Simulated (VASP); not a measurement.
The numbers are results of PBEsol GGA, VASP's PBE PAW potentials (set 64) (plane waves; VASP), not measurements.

VASP input:

KPOINTS:
```
Automatic mesh
0
Gamma
9 9 9
0 0 0
```

### POSCAR
```
WSb
1
   -0.0000000000     3.0377838544     3.0377838544
    3.0377838544    -0.0000000000     3.0377838544
    3.0377838544     3.0377838544     0.0000000000
W Sb
1 1
Direct
  0.0000000000   0.0000000000   0.0000000000
  0.2500000000   0.2500000000   0.2500000000
```

**INCAR**
```
LREAL  =  F   # projection in real space or not
SYSTEM  =  WSb
GGA  =  PS   # PBEsol
EDIFF  =  1E-6   # SCF stop (eV)
IBRION  =  2
LMAXMIX  =  6   # l cut-off of mixed one-centre charges
ISIF  =  3
ALGO  =  Normal
SIGMA  =  0.1   # width (eV)
LWAVE  =  F
LASPH  =  T
LCHARG  =  F
ISMEAR  =  1
NSW  =  60   # most ionic steps
PREC  =  Accurate
NELM  =  100   # most electronic steps
EDIFFG  =  -0.01
ENCUT  =  400   # plane-wave cut-off (eV)
```

POTCAR, in this order: W_sv Sb (PBE.64 set). Program: vasp_std.

What VASP printed:

**OUTCAR**
```
 ion  position               nearest neighbor table
   1  0.000  0.000  0.000-   2 2.63   2 2.63   2 2.63   2 2.63
   2  0.250  0.250  0.250-   1 2.63   1 2.63   1 2.63   1 2.63
  LATTYP: Found a face centered cubic cell.
 ALAT       =     6.0755677088
 Subroutine PRICEL returns:
 Original cell was already a primitive cell.
 Subroutine GETGRP returns: Found 24 space group operations
The static configuration has the point symmetry T_d .
The dynamic configuration has the point symmetry T_d .
 Subroutine INISYM returns: Found 24 space group operations
 Subroutine IBZKPT returns following result:
 Found     35 irreducible k-points:

 Following reciprocal coordinates:
            Coordinates               Weight
  0.000000  0.000000  0.000000      1.000000
  0.111111  0.000000  0.000000      8.000000
  0.222222  0.000000  0.000000      8.000000
  0.333333  0.000000  0.000000      8.000000
  0.444444  0.000000  0.000000      8.000000
  0.111111  0.111111  0.000000      6.000000
  0.222222  0.111111  0.000000     24.000000
  0.333333  0.111111  0.000000     24.000000
  0.444444  0.111111  0.000000     24.000000
...
```

### OSZICAR
```
       N       E                     dE             d eps       ncg     rms          rms(c)
DAV:   1     0.995930067993E+02    0.99593E+02   -0.79904E+03   950   0.111E+03
DAV:   2    -0.113581083843E+02   -0.11095E+03   -0.10910E+03  1095   0.294E+02
DAV:   3    -0.152210658979E+02   -0.38630E+01   -0.37166E+01  1113   0.536E+01
DAV:   4    -0.152826346678E+02   -0.61569E-01   -0.61440E-01  1023   0.772E+00
DAV:   5    -0.152841326786E+02   -0.14980E-02   -0.14979E-02  1226   0.127E+00    0.125E+01
DAV:   6    -0.146869610921E+02    0.59717E+00   -0.31296E+00   990   0.134E+01    0.373E+00
DAV:   7    -0.146562462649E+02    0.30715E-01   -0.13152E-01   970   0.303E+00    0.285E+00
DAV:   8    -0.146434543684E+02    0.12792E-01   -0.17346E-02  1095   0.117E+00    0.192E-01
DAV:   9    -0.146434284249E+02    0.25944E-04   -0.64592E-04   975   0.218E-01    0.568E-02
DAV:  10    -0.146434518300E+02   -0.23405E-04   -0.11594E-04  1030   0.744E-02    0.188E-02
DAV:  11    -0.146434505225E+02    0.13075E-05   -0.51867E-06  1080   0.170E-02    0.825E-03
DAV:  12    -0.146434508831E+02   -0.36062E-06   -0.14007E-06   538   0.807E-03
   1 F= -.14643451E+02 E0= -.14643301E+02  d E =-.146435E+02
       N       E                     dE             d eps       ncg     rms          rms(c)
DAV:   1    -0.146446669123E+02   -0.12164E-02   -0.24262E-02   975   0.198E+00    0.300E-01
DAV:   2    -0.146435450883E+02    0.11218E-02   -0.55277E-03   953   0.668E-01    0.631E-02
DAV:   3    -0.146434610439E+02    0.84044E-04   -0.18523E-04   999   0.970E-02    0.355E-02
DAV:   4    -0.146434369344E+02    0.24109E-04   -0.97167E-05  1015   0.838E-02    0.203E-02
DAV:   5    -0.146434377463E+02   -0.81187E-06   -0.31245E-06   877   0.173E-02
   2 F= -.14643438E+02 E0= -.14643275E+02  d E =0.131369E-04
       N       E                     dE             d eps       ncg     rms          rms(c)
DAV:   1    -0.146438750810E+02   -0.43815E-03   -0.79615E-03   970   0.113E+00    0.172E-01
DAV:   2    -0.146435067035E+02    0.36838E-03   -0.18307E-03   953   0.384E-01    0.359E-02
DAV:   3    -0.146434780280E+02    0.28675E-04   -0.62412E-05   992   0.558E-02    0.202E-02
DAV:   4    -0.146434689317E+02    0.90964E-05   -0.32067E-05  1025   0.481E-02    0.114E-02
DAV:   5    -0.146434687065E+02    0.22517E-06   -0.96216E-07   590   0.994E-03
   3 F= -.14643469E+02 E0= -.14643314E+02  d E =-.178234E-04
```

### OUTCAR
```
------------------------ aborting loop because EDIFF is reached ----------------------------------------
  FORCE on cell =-STRESS in cart. coord.  units (eV):
  Direction    XX          YY          ZZ          XY          YZ          ZX
  --------------------------------------------------------------------------------------
  Total        0.0018480      0.0018480      0.0018480      0.0000000      0.0000000      0.0000000
  in kB        0.0528633      0.0528633      0.0528633      0.0000000      0.0000000      0.0000000
  external PRESSURE =       0.0528633 kB  Pullay stress =       0.0000000 kB
  volume of cell :       56.01
      direct lattice vectors                 reciprocal lattice vectors
    -0.000000000  3.036761313  3.036761313    -0.164649094  0.164649094  0.164649094
     3.036761313 -0.000000000  3.036761313     0.164649094 -0.164649094  0.164649094
     3.036761313  3.036761313 -0.000000000     0.164649094  0.164649094 -0.164649094
 POSITION                                       TOTAL-FORCE (eV/Angst)
 -----------------------------------------------------------------------------------
      0.00000      0.00000      0.00000        -0.000000     -0.000000     -0.000000
      1.51838      1.51838      1.51838         0.000000      0.000000      0.000000
 -----------------------------------------------------------------------------------
    total drift:                               -0.000001     -0.000001     -0.000001
  FREE ENERGIE OF THE ION-ELECTRON SYSTEM (eV)
  ---------------------------------------------------
  free  energy   TOTEN  =       -14.6434687065 eV

  energy  without entropy=      -14.6430046441  energy(sigma->0) =      -14.64331402

 reached required accuracy - stopping structural energy minimisation
```
(Selected blocks of OUTCAR.)

CONTCAR:
```
WSb
   1.00000000000000
    -0.0000000000000000    3.0367613132094906    3.0367613132094906
     3.0367613132094906   -0.0000000000000000    3.0367613132094906
     3.0367613132094906    3.0367613132094906   -0.0000000000000000
  W               Sb
     1     1
Direct
     0.0000000000000000    0.0000000000000000    0.0000000000000000
     0.2500000000000000    0.2500000000000000    0.2500000000000000
```

The structure was generated: WSb was put into the zinc blende type (F-43m), which need not be its known phase. This run relaxes it. Symmetry was kept, so distortions that lower it aren't found. The start is the result of an earlier pass. The electron count is odd and the run is not spin-polarised, which forces a metal.
